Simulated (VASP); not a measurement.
These are PBEsol GGA, VASP's PBE PAW potentials (set 64) (plane waves; VASP) values and carry that method's errors.

The input files of a VASP run:

### INCAR
```
SYSTEM = La2O3
PREC = Accurate
ENCUT = 520
EDIFF = 1E-6
NELM = 100
ALGO = Normal
LREAL = .FALSE.
LASPH = .TRUE.
ISMEAR = 0
SIGMA = 0.05
GGA = PS
LMAXMIX = 6
LWAVE = .FALSE.
LCHARG = .FALSE.
IBRION = 2
ISIF = 3
NSW = 60
EDIFFG = -0.02
```

KPOINTS:
```
K-points
0
Gamma
 6 6 4
```

File POSCAR:
```
La2O3
1
    1.9491290206    -3.3759904061     0.0000000000
    1.9491290206     3.3759904061    -0.0000000000
   -0.0000000000    -0.0000000000     6.0579462875
La O
2 3
Direct
  0.3333330000   0.6666670000   0.2456728687
  0.6666670000   0.3333330000   0.7543271313
  0.0000000000   0.0000000000   0.0000000000
  0.3333330000   0.6666670000   0.6459472137
  0.6666670000   0.3333330000   0.3540527863
```

POTCAR, in this order: La O (PBE.64 set). Program: vasp_std.

The run wrote:

OSZICAR:
```
       N       E                     dE             d eps       ncg     rms          rms(c)
DAV:   1     0.468707752201E+03    0.46871E+03   -0.15749E+04  1176   0.256E+03
DAV:   2     0.973619808250E+02   -0.37135E+03   -0.36568E+03  1664   0.416E+02
DAV:   3    -0.290167906585E+02   -0.12638E+03   -0.12501E+03  2200   0.224E+02
DAV:   4    -0.477967315752E+02   -0.18780E+02   -0.18767E+02  2040   0.935E+01
DAV:   5    -0.487851620146E+02   -0.98843E+00   -0.98807E+00  2168   0.256E+01    0.141E+01
DAV:   6    -0.438697496819E+02    0.49154E+01   -0.44070E+01  1800   0.414E+01    0.750E+00
DAV:   7    -0.437635552604E+02    0.10619E+00   -0.46432E+00  2184   0.228E+01    0.356E+00
DAV:   8    -0.437159446902E+02    0.47611E-01   -0.47775E-01  2048   0.610E+00    0.127E+00
DAV:   9    -0.437070653654E+02    0.88793E-02   -0.72021E-02  2104   0.231E+00    0.387E-01
DAV:  10    -0.437082024280E+02   -0.11371E-02   -0.28908E-02  1904   0.125E+00    0.173E-01
DAV:  11    -0.437089080884E+02   -0.70566E-03   -0.73014E-03  2128   0.724E-01    0.128E-01
DAV:  12    -0.437090017035E+02   -0.93615E-04   -0.15599E-03  2056   0.306E-01    0.566E-02
DAV:  13    -0.437090068066E+02   -0.51031E-05   -0.76158E-04  2032   0.197E-01    0.210E-02
DAV:  14    -0.437090142502E+02   -0.74436E-05   -0.75294E-05  2272   0.838E-02    0.102E-02
DAV:  15    -0.437090167610E+02   -0.25108E-05   -0.83992E-06  2152   0.218E-02    0.913E-03
DAV:  16    -0.437090169071E+02   -0.14610E-06   -0.17863E-05  2064   0.303E-02    0.219E-03
DAV:  17    -0.437090170210E+02   -0.11390E-06   -0.77200E-07  1040   0.116E-02
   1 F= -.43709017E+02 E0= -.43709017E+02  d E =-.437090E+02
       N       E                     dE             d eps       ncg     rms          rms(c)
DAV:   1    -0.437106564669E+02   -0.16396E-02   -0.10513E-01  2152   0.460E+00    0.252E-01
DAV:   2    -0.437095936311E+02    0.10628E-02   -0.60742E-03  1888   0.622E-01    0.103E-01
DAV:   3    -0.437092983856E+02    0.29525E-03   -0.71527E-04  2240   0.358E-01    0.437E-02
DAV:   4    -0.437092533836E+02    0.45002E-04   -0.21214E-04  2272   0.148E-01    0.137E-02
DAV:   5    -0.437092524591E+02    0.92458E-06   -0.22900E-05  2136   0.445E-02    0.796E-03
DAV:   6    -0.437092514732E+02    0.98584E-06   -0.17712E-06  1272   0.188E-02
   2 F= -.43709251E+02 E0= -.43709251E+02  d E =-.234452E-03
       N       E                     dE             d eps       ncg     rms          rms(c)
DAV:   1    -0.437093077634E+02   -0.55304E-04   -0.33608E-03  2160   0.822E-01    0.450E-02
DAV:   2    -0.437092740483E+02    0.33715E-04   -0.19829E-04  1904   0.111E-01    0.187E-02
DAV:   3    -0.437092642347E+02    0.98137E-05   -0.23898E-05  2216   0.658E-02    0.817E-03
DAV:   4    -0.437092626531E+02    0.15816E-05   -0.47123E-06  1488   0.271E-02    0.213E-03
DAV:   5    -0.437092629275E+02   -0.27438E-06   -0.10442E-06   968   0.188E-02
   3 F= -.43709263E+02 E0= -.43709263E+02  d E =-.245906E-03
       N       E                     dE             d eps       ncg     rms          rms(c)
DAV:   1    -0.437106302327E+02   -0.13676E-02   -0.76291E-02  2144   0.415E+00    0.213E-01
DAV:   2    -0.437097072025E+02    0.92303E-03   -0.36640E-03  1832   0.509E-01    0.921E-02
DAV:   3    -0.437094493211E+02    0.25788E-03   -0.62192E-04  2264   0.319E-01    0.339E-02
DAV:   4    -0.437094246252E+02    0.24696E-04   -0.12621E-04  2280   0.112E-01    0.117E-02
DAV:   5    -0.437094260853E+02   -0.14601E-05   -0.11089E-05  2032   0.313E-02    0.631E-03
DAV:   6    -0.437094273811E+02   -0.12958E-05   -0.10030E-06  1152   0.153E-02    0.148E-03
DAV:   7    -0.437094276503E+02   -0.26927E-06   -0.43439E-07   864   0.141E-02
   4 F= -.43709428E+02 E0= -.43709428E+02  d E =-.164723E-03
```

**OUTCAR**
```
------------------------ aborting loop because EDIFF is reached ----------------------------------------
  FORCE on cell =-STRESS in cart. coord.  units (eV):
  Direction    XX          YY          ZZ          XY          YZ          ZX
  --------------------------------------------------------------------------------------
  Total       -0.0052364     -0.0052364     -0.0289567      0.0000000      0.0000000      0.0000000
  in kB       -0.1052204     -0.1052204     -0.5818525      0.0000000      0.0000000      0.0000000
  external PRESSURE =      -0.2640978 kB  Pullay stress =       0.0000000 kB
  volume of cell :       79.73
      direct lattice vectors                 reciprocal lattice vectors
     1.951902500 -3.380794213 -0.000000000     0.256160336 -0.147894243 -0.000000000
     1.951902500  3.380794213  0.000000000     0.256160336  0.147894243 -0.000000000
     0.000000000 -0.000000000  6.041426904    -0.000000000 -0.000000000  0.165523810
 POSITION                                       TOTAL-FORCE (eV/Angst)
 -----------------------------------------------------------------------------------
      1.95190      1.12693      1.48299        -0.000000     -0.000000     -0.002320
      1.95190     -1.12693      4.55844         0.000000      0.000000      0.002320
      0.00000     -0.00000     -0.00000         0.000000     -0.000000      0.000000
      1.95190      1.12693      3.90109        -0.000000     -0.000000      0.010988
      1.95190     -1.12693      2.14033        -0.000000      0.000000     -0.010988
 -----------------------------------------------------------------------------------
    total drift:                                0.000000     -0.000000      0.000000
  FREE ENERGIE OF THE ION-ELECTRON SYSTEM (eV)
  ---------------------------------------------------
  free  energy   TOTEN  =       -43.7094276503 eV

  energy  without entropy=      -43.7094276503  energy(sigma->0) =      -43.70942765

 reached required accuracy - stopping structural energy minimisation
```
(Selected blocks of OUTCAR.)

**CONTCAR**
```
La2O3
   1.00000000000000
     1.9519025002142583   -3.3807942133297910   -0.0000000000000000
     1.9519025002142583    3.3807942133297910    0.0000000000000000
     0.0000000000000000   -0.0000000000000000    6.0414269044110105
  La              O
     2     3
Direct
     0.3333330000000032    0.6666669999999968    0.2454697033946796
     0.6666669999999968    0.3333330000000032    0.7545302966053202
     0.0000000000000000    0.0000000000000000    0.0000000000000000
     0.3333330000000032    0.6666669999999968    0.6457239253729539
     0.6666669999999968    0.3333330000000032    0.3542760746270462
```

The compound is La2O3 in the a-type structure. This run relaxes it. Symmetry was kept, so distortions that lower it aren't found. The start is the result of an earlier pass.
